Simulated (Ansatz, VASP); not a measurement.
# Cross-check of TiPd (Ti-Pd-Pd-Ti stack, (111) layers) between VASP and Ansatz, part 2 of 2

Aim: how closely do two programs agree when they are given the same cell, functional and k mesh? Of the first pair: The structure shown is the start of the Ansatz relaxation below; VASP solves that cell, so the two are compared at the walk's first step.

VASP 6.6.1 and Ansatz 0.2.0.

So far. Step 3 (VASP: single point, PBEsol, start cell, pair 1): The run ends at a pressure of -0.41 GPa, with forces up to 0.91 eV/Å.

### 6. VASP: single point, PBEsol, relaxed cell, pair 2

Level of this step: PBEsol; plane waves and PAW (Ti_sv, Pd) (VASP).

The same cell, functional, mesh and smearing now go to VASP, with its own data sets.

Contents of INCAR:

```
SYSTEM = TiPd
PREC = Accurate
ENCUT = 400
EDIFF = 1E-06
NELM = 120
ISMEAR = 0
SIGMA = 0.1
LREAL = .FALSE.
ALGO = Normal
GGA = PS
NBANDS = 28
LASPH = .TRUE.
LORBIT = 11
LWAVE = .FALSE.
LCHARG = .FALSE.
ISIF = 2
LDIPOL = .TRUE.
IDIPOL = 3
DIPOL = 0.5 0.5 0.238
LVHAR = .TRUE.
GGA_COMPAT = .FALSE.
NELMDL = -8
KPAR = 2
```

Contents of POSCAR:

```
TiPd
1.0
    2.7719886901     -0.0000029091      0.0000000000
   -1.3859918256      2.4006140792      0.0000000000
    0.0000000000      0.0000000000     37.2753573569
Ti Pd
2 2
Direct
    0.0000000000      0.0000000000      0.1493087242
    0.0000000000      0.0000000000      0.3265466735
    0.3333333333      0.6666666667      0.2064907153
    0.6666666667      0.3333333333      0.2693646824
```

Contents of KPOINTS:

```
Automatic mesh
0
Gamma
9 9 1
0 0 0
```

PAW data sets: Ti_sv and Pd (PBE family, release 64).

Run with:

```sh
$ mpirun -np 2 vasp_std
```

Numbers of over 12 decimals in the logs are rounded to 6 here.

The log of the run:

```text
[banner, memory and clock lines left out]
running    2 mpi-ranks, on    1 nodes
[...]
[... a notice as in an earlier step ...]

 LDA part: xc-table for (Slater+PW92), standard interpolation
 POSCAR, INCAR and KPOINTS ok, starting setup
[...]
entering main loop
       N       E                     dE             d eps       ncg     rms          rms(c)
DAV:   1     0.361967697074E+03    0.36197E+03   -0.19638E+04   824   0.116E+03
DAV:   2     0.105335228929E+02   -0.35143E+03   -0.34298E+03   812   0.355E+02
DAV:   3    -0.259660661585E+02   -0.36500E+02   -0.35793E+02  1152   0.103E+02
DAV:   4    -0.304814313121E+02   -0.45154E+01   -0.44953E+01   964   0.300E+01
[...]
DAV:  27    -0.277045696292E+02   -0.20879E-05   -0.18054E-07   432   0.175E-03    0.760E-04
DAV:  28    -0.277045725370E+02   -0.29079E-05   -0.31218E-07   424   0.307E-03    0.111E-03
DAV:  29    -0.277045734375E+02   -0.90042E-06   -0.54471E-08   408   0.149E-03
   1 F= -.27704573E+02 E0= -.27675682E+02  d E =-.577833E-01
```

Parts of OUTCAR (step 6):

```text
  Total       -0.3065720     -0.3065720     -0.2512281     -0.0000000     -0.0000000      0.0000000
  in kB       -1.9801941     -1.9801941     -1.6227193     -0.0000000     -0.0000000      0.0000000
  external PRESSURE =      -1.8610358 kB  Pullay stress =       0.0000000 kB

 POSITION                                       TOTAL-FORCE (eV/Angst)
 -----------------------------------------------------------------------------------
      0.00000      0.00000      5.56554         0.000000     -0.000000     -0.009548
      0.00000      0.00000     12.17214        -0.000000      0.000000      0.009548
      0.00000      1.60041      7.69702        -0.000000     -0.000000      0.009603
      1.38600      0.80020     10.04066         0.000000      0.000000     -0.009603
 -----------------------------------------------------------------------------------
    total drift:                                0.000000     -0.000000      0.000005

  FREE ENERGIE OF THE ION-ELECTRON SYSTEM (eV)
  ---------------------------------------------------
  free  energy   TOTEN  =       -27.7045734375 eV

  energy  without entropy=      -27.6467901106  energy(sigma->0) =      -27.67568177

[... 1 part as in an earlier step ...]

[... 2 further parts left out ...]
[key lines of the parts left out:]
E-fermi :  -0.9152
```

The run ends at a pressure of -0.19 GPa, with forces up to 0.0096 eV/Å.

### 7. Differences

What differs besides the data sets and the points named for the pairs above, as far as they apply: the data sets hold 60 valence electrons in Ansatz (on its PAW soft_1 files) and 44 in VASP. Total energies have different zeros and are not compared.

The largest component of a force difference here is 10 meV/Å. Where the cell holds vacuum, a pressure given here is an average over it and none of the material.

### 8. Ansatz: relaxation, PBEsol

This run makes the geometry at which the two programs are then compared.

The structure compared here is the end of the Ansatz relaxation.

Contents of input.yaml:

```yaml
crystal:
  lattice:
    - [2.7920898329, -2.9303e-06, 0.0]
    - [-1.3960423788, 2.41802219, 0.0]
    - [0.0, 0.0, 37.2753573569]
  atoms:
    - { symbol: Ti, position: [0.0, 0.0, 0.1503553512] }
    - { symbol: Pd, position: [0.3333333333, 0.6666666667, 0.2065519146] }
    - { symbol: Pd, position: [0.6666666667, 0.3333333333, 0.2693034831] }
    - { symbol: Ti, position: [0.0, 0.0, 0.3255000465] }
  periodic: [true, true, false]
kpoints:
  mp_grid: { grid: [12, 12, 1] }
hamiltonian:
  xc: pbesol
  pseudopotentials: { kind: paw, azcp: { folder: soft_1 }, xc_functional: pbe }
scf:
  occupations: { method: methfessel_paxton, width: 0.2 }
output:
  forces: true
  stress: true
  eigenvalues: true
relax:
  adjacent_minimum: "off"
  f_tol: 0.001
  max_steps: 60
  cell: { stress_2d_tol: 0.002 }
```

Run with:

```sh
$ ansatz run input.yaml --threads 4 --pin off --max-ram 12288MiB --backend cpu --events-out ev --progress --plain --runs-dir out
```

The log of the run:

```text
[...]
Crystal: 4 atoms, lattice volume = 251.658 Å³
Basis set: ecut = 420 eV, 4997 PW (Γ), exchange–correlation on 40×40×500 points (8 copies of the dense FFT grid, shifted against one another)
Bands: 36, of which v1, the nominal top of the filled ones, is band 30 counted from 1 (29 counted from 0)
Symmetry: 12 space group operations
[...]
k-points: 19 of 144
[...]
--- Relaxed structure (3 steps of the walk, 3 accepted, 1 SCFs on fresh bases) ---
[...]
cell:  # Å, volume = 251.7493 Å³
    - [2.792594, -2.930792542154975e-6, 0]
    - [-1.396295, 2.418459, 0]
    - [0, 0, 37.2753573569]
  atoms:
    - { symbol: Ti, position: [0, 0, 0.150374] }
    - { symbol: Pd, position: [0.333333, 0.666667, 0.206563] }
    - { symbol: Pd, position: [0.666667, 0.333333, 0.269293] }
    - { symbol: Ti, position: [0, 0, 0.325481] }
[key lines of the parts left out:]
SCF converged after 10 iterations
Free energy (F): -18760.280659 eV
Fermi energy:    -4.397208 eV
P = ½ c Tr σ = -0.0004 N/m
```

### 9. VASP: single point, PBEsol, relaxed cell, pair 3

The same cell, functional, mesh and smearing now go to VASP, with its own data sets.

INCAR, as its differences from that of step 6:

```diff
@@ -5,4 +5,4 @@
 NELM = 120
-ISMEAR = 0
-SIGMA = 0.1
+ISMEAR = 1
+SIGMA = 0.2
 LREAL = .FALSE.
```

Contents of POSCAR:

```
TiPd
1.0
    2.7925944902     -0.0000029308      0.0000000000
   -1.3962947070      2.4184592364      0.0000000000
    0.0000000000      0.0000000000     37.2753573569
Ti Pd
2 2
Direct
    0.0000000000      0.0000000000      0.1503744011
    0.0000000000      0.0000000000      0.3254809966
    0.3333333333      0.6666666667      0.2065628467
    0.6666666667      0.3333333333      0.2692925510
```

Contents of KPOINTS:

```
Automatic mesh
0
Gamma
12 12 1
0 0 0
```

Run with:

```sh
$ mpirun -np 2 vasp_std
```

The log of the run:

```text
[... set-up lines as in an earlier step ...]
 entering main loop
       N       E                     dE             d eps       ncg     rms          rms(c)
DAV:   1     0.354935482029E+03    0.35494E+03   -0.19478E+04  1312   0.115E+03
DAV:   2     0.115229795985E+02   -0.34341E+03   -0.33463E+03  1252   0.351E+02
DAV:   3    -0.258114584760E+02   -0.37334E+02   -0.35933E+02  1788   0.103E+02
DAV:   4    -0.305675977663E+02   -0.47561E+01   -0.47149E+01  1564   0.308E+01
[...]
DAV:  27    -0.276692533639E+02   -0.40614E-05   -0.25563E-07   656   0.233E-03    0.362E-04
DAV:  28    -0.276692557703E+02   -0.24065E-05   -0.97568E-08   648   0.106E-03    0.439E-04
DAV:  29    -0.276692566699E+02   -0.89957E-06   -0.42106E-08   620   0.954E-04
   1 F= -.27669257E+02 E0= -.27656816E+02  d E =-.373218E-01
```

From OUTCAR (step 9):

```text
  Total       -0.3103176     -0.3103176     -0.2427881      0.0000000      0.0000000      0.0000000
  in kB       -1.9749170     -1.9749170     -1.5451471      0.0000000      0.0000000      0.0000000
  external PRESSURE =      -1.8316604 kB  Pullay stress =       0.0000000 kB

 POSITION                                       TOTAL-FORCE (eV/Angst)
 -----------------------------------------------------------------------------------
      0.00000      0.00000      5.60526        -0.000000      0.000000     -0.011471
      0.00000      0.00000     12.13242         0.000000     -0.000000      0.011471
      0.00000      1.61231      7.69970        -0.000000      0.000000      0.011890
      1.39630      0.80615     10.03798         0.000000     -0.000000     -0.011890
 -----------------------------------------------------------------------------------
    total drift:                                0.000000      0.000000      0.000062

  FREE ENERGIE OF THE ION-ELECTRON SYSTEM (eV)
  ---------------------------------------------------
  free  energy   TOTEN  =       -27.6692566699 eV

  energy  without entropy=      -27.6319349101  energy(sigma->0) =      -27.65681608

[... 3 further parts left out ...]
[key lines of the parts left out:]
E-fermi :  -0.8930
```

The run ends at a pressure of -0.18 GPa, with forces up to 0.012 eV/Å.

### 10. Differences

What differs besides the data sets and the points named for the pairs above, as far as they apply: the data sets hold 60 valence electrons in Ansatz (on its PAW soft_1 files) and 44 in VASP. Total energies have different zeros and are not compared.

The largest component of a force difference here is 13 meV/Å. Where the cell holds vacuum, a pressure given here is an average over it and none of the material.

### 11. Outcome

```json
{
  "r.m.s. force difference (single point, PBEsol, start cell, pair 1)": "1.2 % of the r.m.s. force",
  "r.m.s. force difference (single point, PBEsol, relaxed cell, pair 2)": "5.9 meV/Å",
  "r.m.s. force difference (single point, PBEsol, relaxed cell, pair 3)": "7.1 meV/Å"
}
```

**Reading.** The r.m.s. force difference is 7.1 meV/Å (single point, PBEsol, relaxed cell, pair 3), within the 12 meV/Å picked in this series as the mark of a large difference. The data sets hold unlike numbers of valence electrons (60 in Ansatz and 44 in VASP), so part of the differences may come from the potentials. Such differences can come from data sets, numerical settings and the points named under the comparisons, not from the functional's error against experiment.

[Lines on the potential files, build, host, timing and source positions are cut from VASP's logs without a mark.]

[Logs are printed without paths, hosts, clocks, repeated set-up lines and the standing remarks that a program may print on its own settings, such as how far it seeks lower states.]

[Hosts, paths, dates, database ids (printed as entryN), source tags and the programs' standing remarks are cut or masked in the printed files.]
